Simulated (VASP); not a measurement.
# Al2GaP3 (I-4m2) in VASP: density of states with PBE

Aim: the density of states of Al2GaP3 with PBE.

All numbers are computed with VASP 6.6.1; they aren't measurements. Logs are shortened: lines on timing, memory, paths and dates and some standing lists are left out, and cuts for length are marked.

### 1 The crystal as given

Symmetry: I-4m2, No. 119, tetragonal system. The conventional cell has a = 3.895 Å, b = 3.895 Å, c = 16.509 Å, α = 90.00°, β = 90.00°, γ = 90.00°. Around Al (site symmetry 2mm) lie 4 P at 2.38 Å. Ga (site symmetry -4m2) has 4 P at 2.39 Å as nearest neighbours. P (site symmetry 2mm) is surrounded by 2 Al at 2.38 Å and 2 Ga at 2.39 Å. P (site symmetry -4m2) is surrounded by 4 Al at 2.38 Å.

The cell was built by a generator and needn't be a form met in nature.

### 2 Density of states, PBE

Contents of POSCAR:

```
Al2GaP3
1.0
   -1.9473900000      1.9473900000      8.2547500000
    1.9473900000     -1.9473900000      8.2547500000
    1.9473900000      1.9473900000     -8.2547500000
Al Ga P
2 1 3
Direct
    0.3333590000      0.3333590000      0.0000000000
    0.6666410000      0.6666410000      0.0000000000
    0.0000000000      0.0000000000      0.0000000000
    0.9163060000      0.4163060000      0.5000000000
    0.5836940000      0.0836940000      0.5000000000
    0.2500000000      0.7500000000      0.5000000000
```

Contents of INCAR.step1:

```
ALGO = Normal
EDIFF = 1E-6
ENCUT = 520
GGA = PE
ISIF = 2
ISMEAR = 0
KPAR = 4
LASPH = T
LCHARG = T
LREAL = F
LWAVE = F
NELM = 60
PREC = Accurate
SIGMA = 0.03
```

Contents of KPOINTS.step1:

```
k-points
0
Gamma
  10 10 10
```

Contents of INCAR.step2:

```
ALGO = Normal
EDIFF = 1E-6
ENCUT = 520
GGA = PE
ICHARG = 11
ISIF = 2
ISMEAR = -5
KPAR = 4
LASPH = T
LCHARG = F
LORBIT = 10
LREAL = F
LWAVE = F
NEDOS = 2001
NELM = 60
PREC = Accurate
SIGMA = 0.03
```

Contents of KPOINTS.step2:

```
k-points
0
Gamma
  15 15 15
```

Potentials or basis: VASP PAW PBE potentials, release 64 (Al, Ga_d, P).

Launch:

```bash
$ cat potpaw_PBE.64/Al/POTCAR potpaw_PBE.64/Ga_d/POTCAR potpaw_PBE.64/P/POTCAR > POTCAR
$ cp INCAR.step1 INCAR
$ cp KPOINTS.step1 KPOINTS
$ mpirun -np 4 vasp_std > vasp.out
$ cp INCAR.step2 INCAR
$ cp KPOINTS.step2 KPOINTS
$ mpirun -np 4 vasp_std > vasp.out
```

OUTCAR:

```text
EDIFF = 1E-6
   ENCUT = 520
   GGA = PE
   ICHARG = 11
   ISIF = 2
   ISMEAR = -5
   LASPH = T
   LORBIT = 10
   LREAL = F
   NELM = 60
   PREC = Accurate

 ion  position               nearest neighbor table
   1  0.333  0.333  0.000-   4 2.38   4 2.38   6 2.38   6 2.38
   2  0.667  0.667  0.000-   5 2.38   5 2.38   6 2.38   6 2.38
   3  0.000  0.000  0.000-   4 2.39   5 2.39   5 2.39   4 2.39
   4  0.916  0.416  0.500-   1 2.38   1 2.38   3 2.39   3 2.39
   5  0.584  0.084  0.500-   2 2.38   2 2.38   3 2.39   3 2.39
   6  0.250  0.750  0.500-   1 2.38   2 2.38   1 2.38   2 2.38

  LATTYP: Found a body centered tetragonal cell.
 ALAT       =     3.8947800000
 C/A-ratio  =     4.2388787043

  Lattice vectors:

 A1 = (  -1.9473900000,   1.9473900000,   8.2547500000)
 A2 = (   1.9473900000,  -1.9473900000,   8.2547500000)
 A3 = (   1.9473900000,   1.9473900000,  -8.2547500000)

Analysis of symmetry for initial positions (statically):
=====================================================================
 Subroutine PRICEL returns:
 Original cell was already a primitive cell.

 Routine SETGRP: Setting up the symmetry group for a
 body centered tetragonal supercell.

 Subroutine GETGRP returns: Found  8 space group operations
 (whereof  8 operations were pure point group operations)
 out of a pool of 16 trial point group operations.

The static configuration has the point symmetry D_2d.

Analysis of symmetry for dynamics (positions and initial velocities):
=====================================================================
 Subroutine PRICEL returns:
 Original cell was already a primitive cell.

 Routine SETGRP: Setting up the symmetry group for a
 body centered tetragonal supercell.

 Subroutine GETGRP returns: Found  8 space group operations
 (whereof  8 operations were pure point group operations)
 out of a pool of 16 trial point group operations.

The dynamic configuration has the point symmetry D_2d.

 Subroutine INISYM returns: Found  8 space group operations
 (whereof  8 operations are pure point group operations),
 and found     1 'primitive' translations

----------------------------------------------------------------------------------------

                                     Primitive cell

  volume of cell :     125.2189

  direct lattice vectors                    reciprocal lattice vectors
    -1.947390000  1.947390000  8.254750000     0.000000000  0.256753912  0.060571186
     1.947390000 -1.947390000  8.254750000     0.256753912  0.000000000  0.060571186
     1.947390000  1.947390000 -8.254750000     0.256753912  0.256753912  0.000000000

  length of vectors
     8.702043047  8.702043047  8.702043047     0.263801895  0.263801895  0.363104864

  position of ions in fractional coordinates (direct lattice)
     0.333359000  0.333359000  0.000000000
     0.666641000  0.666641000  0.000000000
     0.000000000  0.000000000  0.000000000
     0.916306000  0.416306000  0.500000000
     0.583694000  0.083694000  0.500000000
     0.250000000  0.750000000  0.500000000

  ion indices of the primitive-cell ions
   primitive index   ion index
                 1           1
                 2           2
                 3           3
                 4           4
                 5           5
                 6           6

----------------------------------------------------------------------------------------

 KPOINTS: k-points

Automatic generation of k-mesh.
 Grid dimensions read from file:
 generate k-points for:   15   15   15

 Generating k-lattice:

  Cartesian coordinates                     Fractional coordinates (reciprocal lattice)
     0.000000000  0.017116927  0.004038079     0.066666667  0.000000000  0.000000000
     0.017116927  0.000000000  0.004038079     0.000000000  0.066666667  0.000000000
     0.017116927  0.017116927  0.000000000     0.000000000  0.000000000  0.066666667

  Length of vectors
     0.017586793  0.017586793  0.024206991

  Shift w.r.t. Gamma in fractional coordinates (k-lattice)
     0.000000000  0.000000000  0.000000000

 TETIRR: Found   4311 inequivalent tetrahedra from    20250

 Subroutine IBZKPT returns following result:
 ===========================================

 Found    288 irreducible k-points:

 Following reciprocal coordinates:
            Coordinates               Weight
  0.000000  0.000000  0.000000      1.000000
  0.066667  0.000000 -0.000000      8.000000
  0.133333  0.000000 -0.000000      8.000000
  0.200000  0.000000 -0.000000      8.000000
  0.266667  0.000000 -0.000000      8.000000
  0.333333 -0.000000  0.000000      8.000000
[... 16 lines left out ...]
  0.133333  0.133333 -0.000000      8.000000
  0.200000  0.133333 -0.000000     16.000000
 [... further k-points ...]
   k-points           NKPTS =    288   k-points in BZ     NKDIM =    288   number of bands    NBANDS=     21
   number of dos      NEDOS =   2001   number of ions     NIONS =      6
   total plane-waves  NPLWV = 343000
   dimension x,y,z NGX =    70 NGY =   70 NGZ =   70
   dimension x,y,z NGXF=   140 NGYF=  140 NGZF=  140
   ions per type =               2   1   3
   NGX,Y,Z   is equivalent  to a cutoff of  13.37, 13.37, 13.37 a.u.
   NGXF,Y,Z  is equivalent  to a cutoff of  26.75, 26.75, 26.75 a.u.
 SYSTEM =  unknown system
   PREC   = accura    normal or accurate (medium, high low for compatibility)
   ISTART =      0    job   : 0-new  1-cont  2-samecut
   ICHARG =     11    charge: 1-file 2-atom 10-const
   ISPIN  =      1    spin polarized calculation?
   LNONCOLLINEAR =      F non collinear calculations
   LSORBIT =      F    spin-orbit coupling
   LASPH  =      T    aspherical Exc in radial PAW
   ENCUT  =  520.0 eV  38.22 Ry    6.18 a.u.  16.18 16.18 16.18*2*pi/ulx,y,z
   NELM   =     60;   NELMIN=  2; NELMDL=  0     # of ELM steps
   EDIFF  = 0.1E-05   stopping-criterion for ELM
   LREAL  =      F    real-space projection
[... 7 lines left out ...]
   TEBEG  =    0.0;   TEEND  =   0.0 temperature during run
   PSTRESS=    0.0 pullay stress
   NELECT =      34.0000    total number of electrons
   NUPDOWN=      -1.0000    fix difference up-down
   EMIN   =  10.00;   EMAX   =-10.00  energy-range for DOS
   EFERMI =   0.00;   METHOD = LEGACY
   ISMEAR =    -5;   SIGMA  =   0.03  broadening in eV -4-tet -1-fermi 0-gaus
   EFERMI_NEDOS =   21; number of points for ismear=-14 and -15
   IALGO  =     38    algorithm
   IMIX   =      4    mixing-type and parameters
     AMIX     =   0.40;   BMIX     =  1.00
     AMIX_MAG =   1.60;   BMIX_MAG =  1.00
  volume/ion in A,a.u.               =      20.87       140.84
  Fermi-wavevector in a.u.,A,eV,Ry     =   1.060094  2.003288 15.290229  1.123800
  Thomas-Fermi vector in A             =   2.195463
   LORBIT       =     10    0 simple, 1 ext, 2 COOP (PROOUT), +10 PAW based schemes
   GGA     = PE    functional components
   LHFCALC =     F    Hartree Fock is set to
   AEXX    =    0.0000 exact exchange contribution
   IVDW    =     0    specifies the selected vdW correction
   LEPSILON=     F    determine dielectric tensor
   LRPA    =     F    only Hartree local field effects (RPA)
 non-spin polarized calculation
 Fermi weights with tetrahedron method with Bloechl corrections
  energy-cutoff  :      520.00
  volume of cell :      125.22
 maximum number of plane-waves:      3391
 NGX is ok and might be reduce to    70

 number of electron      34.0000001 magnetization

 Free energy of the ion-electron system (eV)
  ---------------------------------------------------
  ext. energy  EPLUGINS =         0.00000000
  ---------------------------------------------------
  free energy    TOTEN  =       -29.86925570 eV

  energy without entropy =      -29.86925570  energy(sigma->0) =      -29.86925570

 E-fermi :   4.3535     XC(G=0):  -9.3057

 val. band max:        4.3479524330   @ k =   0.0000   0.0000   0.0000
 cond. band min:       6.0087278682   @ k =  -0.4667   0.4667   0.0000
 fundamental gap:      1.6607754352
 Fermi energy:         4.3534676266

 k-point     1 :       0.0000    0.0000    0.0000
  band No.  band energies     occupation
      1      -9.9322      2.00000
      2      -9.8513      2.00000
      3      -9.8513      2.00000
      4      -9.8041      2.00000
      5      -9.7784      2.00000
      6      -7.3341      2.00000
[... 13 lines left out ...]
     20       6.9116      0.00000
     21       7.4758      0.00000

 k-point     2 :       0.0667    0.0000   -0.0000
  band No.  band energies     occupation
      1      -9.9310      2.00000
      2      -9.8532      2.00000
      3      -9.8512      2.00000
      4      -9.8035      2.00000
      5      -9.7789      2.00000
      6      -7.2983      2.00000
[... 13 lines left out ...]
     20       7.1209      0.00000
     21       7.5802      0.00000

 k-point     3 :       0.1333    0.0000   -0.0000
  band No.  band energies     occupation
      1      -9.9276      2.00000
      2      -9.8583      2.00000
      3      -9.8510      2.00000
      4      -9.8017      2.00000
      5      -9.7804      2.00000
      6      -7.1922      2.00000
[... 13 lines left out ...]
     20       7.5436      0.00000
     21       8.0292      0.00000

 k-point     4 :       0.2000    0.0000   -0.0000
  band No.  band energies     occupation
      1      -9.9230      2.00000
      2      -9.8656      2.00000
      3      -9.8506      2.00000
      4      -9.7991      2.00000
      5      -9.7824      2.00000
      6      -7.0189      2.00000
[... 13 lines left out ...]
     20       7.7780      0.00000
     21       8.7988      0.00000

 k-point     5 :       0.2667    0.0000   -0.0000
  band No.  band energies     occupation
      1      -9.9182      2.00000
      2      -9.8733      2.00000
      3      -9.8502      2.00000
      4      -9.7960      2.00000
      5      -9.7848      2.00000
      6      -6.7849      2.00000
[... 13 lines left out ...]
     20       7.8736      0.00000
     21       9.0902      0.00000

 k-point     6 :       0.3333   -0.0000    0.0000
  band No.  band energies     occupation
      1      -9.9147      2.00000
      2      -9.8797      2.00000
      3      -9.8498      2.00000
      4      -9.7928      2.00000
      5      -9.7871      2.00000
      6      -6.5009      2.00000
[... 13 lines left out ...]
     20       7.9205      0.00000
     21       8.9437      0.00000

 k-point     7 :       0.4000   -0.0000    0.0000
  band No.  band energies     occupation
      1      -9.9130      2.00000
      2      -9.8837      2.00000
      3      -9.8495      2.00000
      4      -9.7902      2.00000
      5      -9.7889      2.00000
      6      -6.1857      2.00000
[... 13 lines left out ...]
     20       7.9271      0.00000
     21       8.9929      0.00000
[... 291 lines left out ...]
      1      -9.9219      2.00000
      2      -9.8659      2.00000
      3      -9.8513      2.00000
      4      -9.7987      2.00000
      5      -9.7830      2.00000
      6      -6.9940      2.00000
[... 13 lines left out ...]
     20       7.9738      0.00000
     21       8.4167      0.00000

 k-point    21 :      -0.1333    0.0667    0.0000
  band No.  band energies     occupation
      1      -9.9264      2.00000
      2      -9.8589      2.00000
      3      -9.8519      2.00000
      4      -9.8012      2.00000
      5      -9.7809      2.00000
      6      -7.1637      2.00000
[... 13 lines left out ...]
     20       7.7156      0.00000
     21       8.1685      0.00000

 k-point    22 :      -0.0667    0.0667   -0.0000
  band No.  band energies     occupation
      1      -9.9298      2.00000
      2      -9.8542      2.00000
      3      -9.8519      2.00000
      4      -9.8029      2.00000
      5      -9.7794      2.00000
      6      -7.2662      2.00000
[... 13 lines left out ...]
     20       7.2922      0.00000
     21       7.7474      0.00000

 k-point    23 :       0.1333    0.1333   -0.0000
  band No.  band energies     occupation
      1      -9.9233      2.00000
      2      -9.8618      2.00000
      3      -9.8529      2.00000
      4      -9.7998      2.00000
      5      -9.7824      2.00000
      6      -7.0382      2.00000
[... 13 lines left out ...]
     20       8.0374      0.00000
     21       8.2041      0.00000

 k-point    24 :       0.2000    0.1333   -0.0000
  band No.  band energies     occupation
      1      -9.9190      2.00000
      2      -9.8678      2.00000
      3      -9.8524      2.00000
      4      -9.7975      2.00000
      5      -9.7846      2.00000
      6      -6.8608      2.00000
[... 13 lines left out ...]
     20       8.2309      0.00000
     21       8.5899      0.00000

 [... further k-points ...]
[... 5 lines left out ...]
  --------------------------------------------------------------------------------------
  -------------------------------------------------------------------------------------
  Total       -0.0761551     -0.0761551     -0.0714055      0.0000000      0.0000000     -0.0000000
  in kB       -0.9744051     -0.9744051     -0.9136346      0.0000000      0.0000000     -0.0000000
  external PRESSURE =      -0.9541483 kB  Pullay stress =       0.0000000 kB

 VOLUME and BASIS-vectors are now :
 -----------------------------------------------------------------------------
  energy-cutoff  :      520.00
  volume of cell :      125.22
      direct lattice vectors                 reciprocal lattice vectors
    -1.947390000  1.947390000  8.254750000     0.000000000  0.256753912  0.060571186
     1.947390000 -1.947390000  8.254750000     0.256753912  0.000000000  0.060571186
     1.947390000  1.947390000 -8.254750000     0.256753912  0.256753912  0.000000000

 POSITION                                       TOTAL-FORCE (eV/Angst)
 -----------------------------------------------------------------------------------
      0.00000      0.00000      5.50359        -0.000000      0.000000     -0.008698
      0.00000      0.00000     11.00591        -0.000000      0.000000      0.008698
      0.00000      0.00000      0.00000         0.000000     -0.000000     -0.000000
      0.00000      1.94739      6.87300         0.000000     -0.000000     -0.003125
      0.00000      1.94739      1.38175         0.000000     -0.000000      0.003125
      1.94739      0.00000      4.12737         0.000000     -0.000000     -0.000000
 -----------------------------------------------------------------------------------
    total drift:                                0.000001     -0.000001     -0.000000

  FREE ENERGIE OF THE ION-ELECTRON SYSTEM (eV)
  ---------------------------------------------------
  free  energy   TOTEN  =       -29.8692557001 eV

  energy  without entropy=      -29.8692557001  energy(sigma->0) =      -29.86925570

 total charge

# of ion       s       p       d       tot
------------------------------------------
    1        0.395   0.377   0.000   0.772
    2        0.395   0.377   0.000   0.772
    3        0.857   0.806  10.006  11.669
    4        1.016   1.544   0.000   2.559
    5        1.016   1.544   0.000   2.559
    6        1.011   1.579   0.000   2.590
--------------------------------------------------
tot          4.690   6.226  10.006  20.921
```

Wall time 15 min (4 MPI ranks of Intel Xeon Platinum 8488C (Sapphire Rapids), shared host); peak memory 1.2 GiB.

What came out:

* Valence electrons inside the program's atomic spheres: Al 0.77; Ga 11.67; P 2.56, 2.59

Levels at points of the mesh, in eV from the valence-band top:
```csv
k point,band 13,band 14,band 15,band 16,band 17,band 18,band 19,band 20,band 21
"(0.00, 0.00, 0.00)",-1.79,-1.79,-0.02,0.00,0.00,1.84,2.28,2.56,3.13
```

States per cell in windows of 0.5 eV (zero at the valence-band top; states under -8 eV left out):
```
from (eV)  total  P4_p  P5_p  P6_p  Ga3_s  Ga3_p  Al1_s
     -8.0   0.00  0.00  0.00  0.00   0.00   0.00   0.00
     -7.5   0.00  0.00  0.00  0.00   0.00   0.00   0.00
     -7.0   0.00  0.00  0.00  0.00   0.00   0.00   0.00
     -6.5   0.10  0.01  0.01  0.00   0.04   0.00   0.00
     -6.0   1.26  0.08  0.08  0.02   0.34   0.01   0.02
     -5.5   1.48  0.08  0.08  0.08   0.13   0.02   0.09
     -5.0   1.25  0.06  0.06  0.10   0.03   0.02   0.09
     -4.5   0.68  0.03  0.03  0.06   0.02   0.01   0.04
     -4.0   0.48  0.03  0.03  0.04   0.02   0.01   0.02
     -3.5   1.70  0.13  0.13  0.14   0.02   0.08   0.02
     -3.0   1.74  0.14  0.14  0.15   0.02   0.08   0.02
     -2.5   2.37  0.22  0.22  0.22   0.02   0.13   0.01
     -2.0   2.32  0.23  0.23  0.23   0.01   0.13   0.01
     -1.5   2.39  0.25  0.25  0.27   0.01   0.12   0.01
     -1.0   1.65  0.20  0.20  0.17   0.00   0.09   0.00
     -0.5   0.59  0.08  0.08  0.07   0.00   0.02   0.00
      0.0   0.00  0.00  0.00  0.00   0.00   0.00   0.00
      0.5   0.00  0.00  0.00  0.00   0.00   0.00   0.00
      1.0   0.00  0.00  0.00  0.00   0.00   0.00   0.00
      1.5   0.12  0.00  0.00  0.00   0.00   0.00   0.00
      2.0   0.76  0.02  0.02  0.01   0.06   0.02   0.01
      2.5   1.62  0.05  0.05  0.03   0.16   0.04   0.02
      3.0   2.16  0.06  0.06  0.05   0.10   0.06   0.07
      3.5   1.85  0.06  0.06  0.05   0.04   0.06   0.06
      4.0   0.85  0.03  0.03  0.02   0.01   0.04   0.02
      4.5   0.65  0.01  0.01  0.01   0.01   0.06   0.00
```
